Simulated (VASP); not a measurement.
Output of a VASP run:

### OSZICAR
```
       N       E                     dE             d eps       ncg     rms          rms(c)
DAV:   1     0.106939920430E+03    0.10694E+03   -0.90233E+03  3214   0.135E+03
DAV:   2    -0.731653765961E+01   -0.11426E+03   -0.10953E+03  3274   0.369E+02
DAV:   3    -0.869317193293E+01   -0.13766E+01   -0.13674E+01  3682   0.466E+01
DAV:   4    -0.870144117679E+01   -0.82692E-02   -0.82684E-02  3506   0.374E+00
DAV:   5    -0.870157321680E+01   -0.13204E-03   -0.13204E-03  3659   0.445E-01    0.940E+00
DAV:   6    -0.807492446442E+01    0.62665E+00   -0.16176E+00  3313   0.184E+01    0.264E+00
DAV:   7    -0.806009361410E+01    0.14831E-01   -0.17463E-02  3595   0.156E+00    0.138E+00
DAV:   8    -0.805565192666E+01    0.44417E-02   -0.33900E-03  3364   0.930E-01    0.114E-01
DAV:   9    -0.805557545238E+01    0.76474E-04   -0.90313E-05  3661   0.155E-01    0.211E-02
DAV:  10    -0.805558093627E+01   -0.54839E-05   -0.31504E-06  3514   0.250E-02    0.174E-03
DAV:  11    -0.805558088039E+01    0.55883E-07   -0.14491E-07  2525   0.515E-03
   1 F= -.80555809E+01 E0= -.80555091E+01  d E =-.215432E-03
```

### OUTCAR
```
------------------------ aborting loop because EDIFF is reached ----------------------------------------
  FORCE on cell =-STRESS in cart. coord.  units (eV):
  Direction    XX          YY          ZZ          XY          YZ          ZX
  --------------------------------------------------------------------------------------
  Total       -1.8428391     -1.8428391     -1.8428391      0.0000000     -0.0000000      0.0000000
  in kB     -200.9497000   -200.9497000   -200.9497000      0.0000000     -0.0000000      0.0000000
  external PRESSURE =    -200.9497000 kB  Pullay stress =       0.0000000 kB
  volume of cell :       14.69
      direct lattice vectors                 reciprocal lattice vectors
     0.000000000  1.943987867  1.943987867    -0.257203251  0.257203251  0.257203251
     1.943987867  0.000000000  1.943987867     0.257203251 -0.257203251  0.257203251
     1.943987867  1.943987867  0.000000000     0.257203251  0.257203251 -0.257203251
 POSITION                                       TOTAL-FORCE (eV/Angst)
 -----------------------------------------------------------------------------------
      0.00000      0.00000      0.00000         0.000000      0.000000     -0.000000
 -----------------------------------------------------------------------------------
    total drift:                               -0.000000     -0.000000     -0.000000
  FREE ENERGIE OF THE ION-ELECTRON SYSTEM (eV)
  ---------------------------------------------------
  free  energy   TOTEN  =        -8.0555808804 eV

  energy  without entropy=       -8.0553654483  energy(sigma->0) =       -8.05550907
```
(Selected blocks of OUTCAR.)

**POSCAR**
```
Rh
1
    0.0000000000     1.9439878666     1.9439878666
    1.9439878666     0.0000000000     1.9439878666
    1.9439878666     1.9439878666     0.0000000000
Rh
1
Direct
  1.0000000000   1.0000000000   1.0000000000
```

**Question.** Reconstruct the remaining input files.

**Answer.** One answer among several that fit: the input of the run itself, PBEsol GGA, plane waves, VASP's PBE PAW potentials (set 64).

### KPOINTS
```
Automatic mesh
0
Gamma
16 16 16
0 0 0
```

**INCAR**
```
# general
SYSTEM   =  Rh
PREC     =  Accurate
ENCUT    =  480
LREAL    =  .False.   # projection in real space or not
LASPH    =  .True.   # aspherical one-centre terms

# electronic loop
EDIFF    =  1E-7   # SCF stop (eV)
NELM     =  100   # most electronic steps
ALGO     =  Normal
LMAXMIX  =  4

# smearing
ISMEAR   =  1   # Methfessel-Paxton
SIGMA    =  0.1   # width (eV)

# functional
GGA      =  PS   # PBEsol

# ions
ISIF     =  2   # forces and stress, cell fixed

# output
LWAVE    =  .False.
LCHARG   =  .False.
```

POTCAR, in this order: Rh_pv (PBE.64 set). Program: vasp_std.

The compound is Rh in the fcc structure. This cell was strained or had an atom moved on purpose.
